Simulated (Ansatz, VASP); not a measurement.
**MgB2 in two plane-wave programs**

Aim: how closely do two programs agree when they are given the same cell, functional and k mesh?

Main program and level: Ansatz 0.2.0; plane waves, with VASP 6.6.1 beside it; relaxation of cell and atoms at PBE.

### 1. Set-up

Symmetry: P6/mmm, No. 191, hexagonal system. Conventional cell: a = 3.082 Å, b = 3.082 Å, c = 3.515 Å, α = 90.00°, β = 90.00°, γ = 120.00°. Mg has 12 B at 2.50 Å nearest. Nearest to B lie 3 B at 1.78 Å and 6 Mg at 2.50 Å. Farther neighbours are not listed.

### 2. Ansatz: relaxation of cell and atoms, PBE

Ansatz runs on its default PAW (the set named soft_2) files.

The relaxed volume is the usual yardstick between codes: its relative difference is about their pressure difference at one cell divided by the bulk modulus.

Input file input.yaml:

```yaml
crystal:
  lattice:
    - [3.0823, 0.0, 0.0]
    - [-1.54115, 2.6693501021, 0.0]
    - [0.0, 0.0, 3.51461]
  atoms:
    - { symbol: Mg, position: [0.0, 0.0, 0.0] }
    - { symbol: B, position: [0.3333333333, 0.6666666667, 0.5] }
    - { symbol: B, position: [0.6666666667, 0.3333333333, 0.5] }
hamiltonian:
  xc: pbe
  pseudopotentials: { kind: paw }
kpoints:
  mp_grid: { grid: [8, 8, 6] }
scf:
  occupations: { method: fermi_dirac, width: 0.05 }
relax:
  f_tol: 0.01
  max_steps: 60
  cell: { stress_tol: 0.05 }
output:
  forces: true
  stress: true
  write_density: true
  write_potential: true
  elf: true
  volumetric_format: npy
```

Started as:

```console
> ansatz run input.yaml --threads 4 --pin off --max-ram 9216MiB --backend cpu --events-out ev --progress --plain --runs-dir out
```

Numbers of over 12 decimals in the logs are rounded to 6 here.

The program printed:

```text
Engine: ansatz 0.2.0, aarch64-unknown-linux-gnu
Pseudopotentials: kind: paw
Pseudopotential: Mg, paw, valence charge 10, recommended cutoff 420 eV (normal), Mg.paw.azcp
Pseudopotential: B, paw, valence charge 3, recommended cutoff 420 eV (normal), B.paw.azcp
Functional definition: PBE
  parameter kappa = 0.804
  parameter beta = 0.066725
  exchange = pbe_x(kappa = kappa, mu = beta*pi^2/3)
  correlation = pbe_c(beta = beta)
Crystal: 3 atoms, lattice volume = 28.917 Å³
Basis set: ecut = 420 eV, 563 PW (Γ), exchange–correlation on 48×48×48 points (8 copies of the dense FFT grid, shifted against one another)
Bands: 12, of which v1, the nominal top of the filled ones, is band 8 counted from 1 (7 counted from 0)
Symmetry: 24 space group operations
Space group: P6/mmm (ITA 191), of the structure as read, at distance tolerance 3.1e-5 Å
k-points: 40 of 384
Non-local potential: Mg, projectors of the file, l = 0: 3, l = 1: 2, l = 2: 1
Non-local potential: B, projectors of the file, l = 0: 2, l = 1: 2, l = 2: 1
PAW form: soft (Blöchl's): semilocal exchange-correlation on the pseudo side does not see the compensation charge
PAW one-centre angular grid: Mg, 110 points (default); XC on 64 Gauss nodes
PAW one-centre angular grid: B, 110 points (default); XC on 64 Gauss nodes
Initial density: superposition of atomic densities (neutral atoms: chi_scale 0, normalization atom), corrected by the library's trained network
Initial wavefunctions: pseudopotential atomic-orbital guess
Functional: x = pbe(κ = 0.804, μ = 0.219515), c = pbe(β = 0.066725)
SCF iter   1: F=—  HF=-2236.015921 eV  |F-HF|=—  |Δ(HF+E_count)|=         —  Δρ=1.48e-3  dr2=3.15e-4  ethr=1.77e-3  ⟨swp⟩=5.3  Hψ=2595  notcnv=0
preconditioner: auto → none  [metal: Δε(μ)=0.111 eV  Ē_g=11.173 eV  σ=0.050 eV  W_gap=0.49  n_scr=8 (ndim 8)  ℏωp=19.5 eV  f_vac=0.000  D(μ)=1.26/eV (n_scr^D=8)  sad-step TF]
SCF iter   2: F=—  HF=-2236.016786 eV  |F-HF|=—  |Δ(HF+E_count)|=   8.65e-4  Δρ=9.08e-4  dr2=1.37e-4  ethr=1.97e-6  ⟨swp⟩=2.5  Hψ=1132  notcnv=0
SCF iter   3: F=—  HF=-2236.016844 eV  |F-HF|=—  |Δ(HF+E_count)|=   5.76e-5  Δρ=3.20e-4  dr2=1.30e-5  ethr=8.54e-7  ⟨swp⟩=2.7  Hψ=825  notcnv=0
SCF iter   4: F=—  HF=-2236.016858 eV  |F-HF|=—  |Δ(HF+E_count)|=   1.41e-5  Δρ=1.18e-4  dr2=1.21e-6  ethr=8.09e-8  ⟨swp⟩=2.1  Hψ=694  notcnv=0
SCF iter   5: F=—  HF=-2236.016856 eV  |F-HF|=—  |Δ(HF+E_count)|=   1.23e-6  Δρ=2.65e-5  dr2=2.60e-7  ethr=7.56e-9  ⟨swp⟩=2.2  Hψ=712  notcnv=0
SCF iter   6: F=-2236.016856 eV  HF=-2236.016856 eV  |F-HF|=5.14e-8  |Δ(HF+E_count)|=   6.99e-8  Δρ=1.48e-5  dr2=4.03e-8  ethr=6.25e-10  ⟨swp⟩=7.6  Hψ=2583  notcnv=0
SCF 1 converged in 6 iterations: F = -2236.016856 eV  dr2 = 4.03e-8
  greatest PAW one-centre occupation: 1.000 electrons in one spin orbital (limit 2), on the Mg atom at site 0 (counted from 0), in its partial waves of l = 0
relax step   1: F+E_penalty+E_count = -2236.01685630 eV  Δ(F+E_penalty+E_count) = +0.000e0 eV  max|allowed force component| = 9.252e-17 eV/Å  Δτ_max = 0.0000 Å  P = -0.330 GPa  Ω = 28.917 Å³  (6 SCF iters, dr2 threshold 1.00e-7 eV, accepted)
[...]
relax step   2: F+E_penalty+E_count = -2236.01706574 eV  Δ(F+E_penalty+E_count) = -2.094e-4 eV  max|allowed force component| = 1.480e-16 eV/Å  Δτ_max = 0.0000 Å  P = -0.107 GPa  Ω = 28.857 Å³  energy of the carried Pulay correction = +6.240e-5 eV  (3 SCF iters, dr2 threshold 3.00e-7 eV, accepted)
[...]
relax step   3: F+E_penalty+E_count = -2236.01709458 eV  Δ(F+E_penalty+E_count) = -2.884e-5 eV  max|allowed force component| = 1.727e-16 eV/Å  Δτ_max = 0.0000 Å  P = -0.016 GPa  Ω = 28.837 Å³  energy of the carried Pulay correction = +8.398e-5 eV  (3 SCF iters, dr2 threshold 3.44e-8 eV, accepted)
[...]
relax step   4: F+E_penalty+E_count = -2236.01699360 eV  Δ(F+E_penalty+E_count) = +1.010e-4 eV  max|allowed force component| = 1.480e-16 eV/Å  Δτ_max = 0.0000 Å  P = -0.018 GPa  Ω = 28.837 Å³  stress off target by 2.44e-2 GPa  SCF on the basis re-selected at this cell (its energy is not comparable with the rows above)  (4 SCF iters)
basis re-selected at this cell: Δ(F+E_penalty+E_count) = +1.010e-4 eV, ΔP = -0.002 GPa vs the last step (what re-selecting the basis moved, of the pressure what is left beyond the Pulay correction that the steps carried, after the strain that the cell walked since its last selection, with what the two solves' SCF thresholds leave and, on support functions, any second-order correction that the steps lacked; it is no m [...]
SCF converged after 4 iterations
Free energy (F): -2236.016994 eV
Harris-Foulkes:  -2236.016994 eV  (|F-HF|=2.77e-11)
Internal energy: -2236.007303 eV  (E = F + TS)
E sigma→0 (E₀):  -2236.012148 eV
Entropy (-TS):   -0.009691 eV (-3.230 meV/atom)
Fermi energy:    9.304362 eV
--- Per-component energies (eV) ---
  E_band       = -292.270644
  E_kinetic    = 173.944307
  E_local      = -1518.098024  (includes V_loc(G=0)·N_el)
  E_nonlocal   = 118.086910
  E_hartree    = 540.422408
  E_xc         = -94.213847
  E_vxc        = -114.999665  (∫ρ·V_xc dr)
  E_paw        = -448.950146  (= ΣΔE_a)
  E_vpaw       = -32.049023  (= ΣTr[D̂ρ^β])
  E_aug_tail   = -0.000012  (compensation charges beyond the density's cutoff)
  E_ewald      = -1007.198899
  E_smearing   = -0.009691  (= −TS)
  E_closure    = 0.000000  (closes the sum)
  Σ components = -2236.016994   (vs F -2236.016994, Δ=0.00e0)
--- Forces (eV/Å), atoms counted from 1 ---
  atom   1  Mg     0.00000000     0.00000000     0.00000000
  atom   2  B     -0.00000000    -0.00000000     0.00000000
  atom   3  B     -0.00000000     0.00000000     0.00000000
  max |Σ_I F_I| component: 5.55e-17 eV/Å
--- Stress (GPa, compression-positive) ---
       -0.024378       0.000000       0.000000
        0.000000      -0.024378       0.000000
        0.000000       0.000000      -0.004661
  P = ⅓ Tr σ = -0.0178 GPa (-0.178 kbar)
--- Band table (eV; the first three rows and the last of 40) ---
  k-point 0: bands = [... 4 lower, -3.1478, 6.4046, 9.6455, 9.6455, 11.0452, 15.5894, 15.5894, 17.3723]
  k-point 1: bands = [... 4 lower, -2.9080, 4.8908, 9.7356, 9.7356, 13.1237, 15.6671, 15.6671, 17.3371]
  k-point 2: bands = [... 4 lower, -2.2894, 2.8358, 9.9274, 9.9274, 15.8349, 15.8349, 16.8182, 17.2656]
  k-point 39: bands = [... 4 lower, 2.4025, 2.9648, 4.7800, 6.6105, 7.8544, 13.2988, 19.0193, 22.0668]
--- Relaxed structure (3 steps of the walk, 3 accepted, 1 SCFs on fresh bases) ---
  F+E_penalty+E_count = -2236.01699360 eV   max|allowed force component| = 1.480e-16 eV/Å   (the final SCF, on the basis selected at the relaxed cell)
  cell:  # Å, volume = 28.8372 Å³
    - [3.082106, 0.0, 0.0]
    - [-1.541053, 2.669182, 0.0]
    - [0.0, 0.0, 3.505323]
  atoms:
    - { symbol: Mg, position: [0, 0, 0.0] }
    - { symbol: B, position: [0.333333, 0.666667, 0.500000] }
    - { symbol: B, position: [0.666667, 0.333333, 0.500000] }
```

Run time: 1 s. Hardware: 4 threads of Arm Neoverse V2, shared host; peak memory 0.29 GiB.

### 3. VASP: relaxation of cell and atoms, PBE

The same cell, functional, mesh and smearing now go to VASP, with its own data sets and cutoff.

Lines of VASP's logs that name or quote its potential files are left out, and so is its time.

Input file INCAR:

```
SYSTEM = MgB2
PREC = Accurate
ENCUT = 520
EDIFF = 1E-06
NELM = 100
ISMEAR = -1
SIGMA = 0.05
LREAL = .FALSE.
ALGO = Normal
GGA = PE
NBANDS = 10
LORBIT = 11
LWAVE = .FALSE.
LCHARG = .FALSE.
KPAR = 2
IBRION = 2
NSW = 60
ISIF = 3
EDIFFG = -0.01
```

Input file POSCAR:

```
MgB2
1.0
    3.0823000000      0.0000000000      0.0000000000
   -1.5411500000      2.6693501021      0.0000000000
    0.0000000000      0.0000000000      3.5146100000
Mg B
1 2
Direct
    0.0000000000      0.0000000000      0.0000000000
    0.3333333333      0.6666666667      0.5000000000
    0.6666666667      0.3333333333      0.5000000000
```

Input file KPOINTS:

```
Automatic mesh
0
Gamma
8 8 6
0 0 0
```

Potentials, in the order of the species: Mg and B (PBE family, release 64).

Started as:

```console
> mpirun -np 2 vasp_std
```

The program printed:

```text
[banner, memory and clock lines left out]
running    2 mpi-ranks, on    1 nodes
 distrk:  each k-point on    1 cores,    2 groups
 distr:  one band on    1 cores,    1 groups

 POSCAR found type information on POSCAR MgB
 POSCAR found :  2 types and       3 ions
 LDA part: xc-table for (Slater+PW92), standard interpolation
 POSCAR, INCAR and KPOINTS ok, starting setup
 FFT: planning ... GRIDC
 FFT: planning ... GRID_SOFT
 FFT: planning ... GRID
 WAVECAR not read
 entering main loop
       N       E                     dE             d eps       ncg     rms          rms(c)
DAV:   1     0.327267298396E+01    0.32727E+01   -0.39103E+03   864   0.678E+02
DAV:   2    -0.165138747084E+02   -0.19787E+02   -0.18435E+02  1008   0.110E+02
DAV:   3    -0.169919058323E+02   -0.47803E+00   -0.47463E+00  1074   0.149E+01
DAV:   4    -0.169929239723E+02   -0.10181E-02   -0.10179E-02  1010   0.707E-01
DAV:   5    -0.169929267971E+02   -0.28249E-05   -0.28250E-05   996   0.358E-02    0.523E+00
DAV:   6    -0.155773768647E+02    0.14155E+01   -0.19256E+00   884   0.677E+00    0.251E+00
DAV:   7    -0.153207779825E+02    0.25660E+00   -0.10279E+00   894   0.491E+00    0.759E-01
DAV:   8    -0.153249446182E+02   -0.41666E-02   -0.97415E-02   864   0.180E+00    0.431E-01
DAV:   9    -0.153158559129E+02    0.90887E-02   -0.22033E-02   890   0.720E-01    0.611E-02
DAV:  10    -0.153158284296E+02    0.27483E-04   -0.84599E-04   994   0.184E-01    0.234E-02
DAV:  11    -0.153158271337E+02    0.12959E-05   -0.48272E-05   914   0.427E-02    0.663E-03
DAV:  12    -0.153158246866E+02    0.24471E-05   -0.10796E-05   914   0.163E-02    0.172E-03
DAV:  13    -0.153158246276E+02    0.58969E-07   -0.28230E-07   530   0.356E-03
   1 F= -.15315825E+02 E0= -.15310832E+02  d E =-.153158E+02
[...]
2 F= -.15316172E+02 E0= -.15311293E+02  d E =-.347751E-03
[...]
3 F= -.15316173E+02 E0= -.15311296E+02  d E =-.348088E-03
 curvature:  -0.51 expect dE=-0.568E-04 dE for cont linesearch -0.720E-09
 trial: gam= 0.16482 g(F)=  0.156E-48 g(S)=  0.111E-03 ort =-0.975E-06 (trialstep = 0.101E+01)
 search vector abs. value=  0.129E-03
 bond charge predicted
       N       E                     dE             d eps       ncg     rms          rms(c)
DAV:   1    -0.153162715083E+02   -0.98675E-04   -0.17200E-03   916   0.276E-01    0.263E-02
DAV:   2    -0.153162338920E+02    0.37616E-04   -0.76504E-05   948   0.500E-02    0.898E-03
DAV:   3    -0.153162296376E+02    0.42544E-05   -0.11529E-05   906   0.170E-02    0.269E-03
DAV:   4    -0.153162292132E+02    0.42436E-06   -0.87529E-07   488   0.611E-03
   4 F= -.15316229E+02 E0= -.15311442E+02  d E =-.564976E-04
 trial-energy change:   -0.000056  1 .order   -0.000058   -0.000111   -0.000005
 step:   1.0554(harm=  1.0554)  dis= 0.00000  next Energy=   -15.316231 (dE=-0.583E-04)
 reached required accuracy - stopping structural energy minimisation
```

Parts of OUTCAR (step 3):

```text
ion  position               nearest neighbor table
   1  0.000  0.000  0.000-   2 2.50   3 2.50   2 2.50   3 2.50   3 2.50   3 2.50   2 2.50   2 2.50
                             3 2.50   3 2.50   2 2.50   2 2.50
   2  0.333  0.667  0.500-   3 1.78   3 1.78   3 1.78   1 2.50   1 2.50   1 2.50   1 2.50   1 2.50
                             1 2.50
   3  0.667  0.333  0.500-   2 1.78   2 1.78   2 1.78   1 2.50   1 2.50   1 2.50   1 2.50   1 2.50
                             1 2.50

  LATTYP: Found a hexagonal cell.
 ALAT       =     3.0823000000
 C/A-ratio  =     1.1402556532

 Subroutine GETGRP returns: Found 24 space group operations
 (whereof 24 operations were pure point group operations)

The static configuration has the point symmetry D_6h.

 Found     40 irreducible k-points:

   k-points           NKPTS =     40   k-points in BZ     NKDIM =     40   number of bands    NBANDS=     10

   dimension x,y,z NGX =    24 NGY =   24 NGZ =   28
   dimension x,y,z NGXF=    48 NGYF=   48 NGZF=   56

   ENCUT  =  520.0 eV  38.22 Ry    6.18 a.u.   5.73  5.73  6.53*2*pi/ulx,y,z

   NELECT =       8.0000    total number of electrons

 k-points in reciprocal lattice and weights: Automatic mesh
   0.00000000  0.00000000  0.00000000       0.003
   0.12500000 -0.00000000  0.00000000       0.016
   0.25000000 -0.00000000  0.00000000       0.016
   0.37500000 -0.00000000  0.00000000       0.016
   0.50000000 -0.00000000  0.00000000       0.008
   0.12500000  0.12500000  0.00000000       0.016
   0.25000000  0.12500000  0.00000000       0.031
   0.37500000  0.12500000  0.00000000       0.031
   0.25000000  0.25000000  0.00000000       0.016
[...]
0.25000000  0.25000000  0.50000000       0.016
   0.37500000  0.25000000  0.50000000       0.016

 average (electrostatic) potential at core
       1 -35.6914       2 -26.1348       3 -26.1348

 E-fermi :   5.3223

 k-point     1 :       0.0000    0.0000    0.0000
  band No.  band energies     occupation
      1      -7.1419      2.00000
      2       2.4220      2.00000
      3       5.6660      0.00206
      4       5.6660      0.00206
      5       7.0882      0.00000
      6      11.6086      0.00000
      7      11.6086      0.00000
    ...

 k-point     2 :       0.1250   -0.0000    0.0000
  band No.  band energies     occupation
      1      -6.8704      2.00000
      2       2.6858      2.00000
      3       4.3955      2.00000
      4       5.0868      1.98212
      5       7.3309      0.00000
      6      11.3655      0.00000
      7      12.7353      0.00000
      8      14.0088      0.00000
      9      14.3635      0.00000
    ...

 k-point     3 :       0.2500   -0.0000    0.0000
  band No.  band energies     occupation
      1      -6.0632      2.00000
      2       1.9092      2.00000
      3       3.4616      2.00000
      4       4.0982      2.00000
      5       8.0400      0.00000
      6      10.6651      0.00000
      7      12.1802      0.00000
      8      14.6428      0.00000
      9      15.3013      0.00000
    ...

  Total        0.0033296      0.0033296     -0.0006772      0.0000000      0.0000000      0.0000000
  in kB        0.1853792      0.1853792     -0.0377048      0.0000000      0.0000000      0.0000000
  external PRESSURE =       0.1110179 kB  Pullay stress =       0.0000000 kB

  energy-cutoff  :      520.00
  volume of cell :       28.78
      direct lattice vectors                 reciprocal lattice vectors
     3.081129534 -0.000000000  0.000000000     0.324556300  0.187382667  0.000000000
    -1.540564767  2.668336449 -0.000000000    -0.000000000  0.374765334  0.000000000
     0.000000000 -0.000000000  3.500144139    -0.000000000  0.000000000  0.285702520

 POSITION                                       TOTAL-FORCE (eV/Angst)
 -----------------------------------------------------------------------------------
      0.00000     -0.00000      3.50014        -0.000000      0.000000      0.000000
     -0.00000      1.77889      1.75007         0.000000     -0.000000      0.000000
      1.54056      0.88945      1.75007         0.000000      0.000000     -0.000000
 -----------------------------------------------------------------------------------
    total drift:                                0.000000     -0.000000     -0.000000

  FREE ENERGIE OF THE ION-ELECTRON SYSTEM (eV)
  ---------------------------------------------------
  free  energy   TOTEN  =       -15.3162292132 eV

  energy  without entropy=      -15.3066544146  energy(sigma->0) =      -15.31144181

 reached required accuracy - stopping structural energy minimisation

 total charge
# of ion       s       p       d       tot
------------------------------------------
    1        0.159   0.179   0.057   0.395
    2        0.688   1.234   0.000   1.923
    3        0.688   1.234   0.000   1.923
--------------------------------------------------
tot          1.535   2.648   0.057   4.240

[... 3 further parts left out ...]
```

### 4. Side by side

Known differences besides the potentials themselves: both relaxations stop at a tolerance, which leaves soft axes loose, and VASP keeps its plane-wave basis; the data sets hold 16 valence electrons in Ansatz (default PAW (the set named soft_2) files) and 8 in VASP; the cutoff is 420 eV in Ansatz and 520 eV in VASP; VASP leaves aspherical gradient terms in its spheres out (LASPH is not set), Ansatz keeps them; Ansatz adds a Pulay correction to the stress that steers its cell, VASP none. Total energies have different zeros and are not compared.

Both answers:

```tsv
quantity	Ansatz	VASP	difference
volume (Å³)	28.84	28.78	+0.21 %
edge a after relaxation, in the typed setting (Å)	3.082	3.081	+0.03 %
edge c after relaxation, in the typed setting (Å)	3.505	3.500	+0.15 %
```

The walks stopped with -0.02 GPa left in Ansatz and 0.01 GPa in VASP; each walk ends within a tolerance, so the volume difference is uncertain by about these residues over the bulk modulus, most in soft cells.

### 5. Results

- difference in volume (relaxation of cell and atoms, PBE): 0.21 %

The difference in volume is 0.21 % (relaxation of cell and atoms, PBE), within the 1.2 % picked in this series as the mark of a large difference, as far as the stopping tolerances let one tell. Such differences can come from data sets, numerical settings and the points named under the comparisons, not from the functional's error against experiment.

[Lines on the potential files, build, host, timing and source positions are cut from VASP's logs without a mark.]

[Logs are printed without paths, hosts, clocks, repeated set-up lines and the standing remarks that a program may print on its own settings, such as how far it seeks lower states.]

[Hosts, paths, dates, database ids (printed as entryN), source tags and the programs' standing remarks are cut or masked in the printed files.]
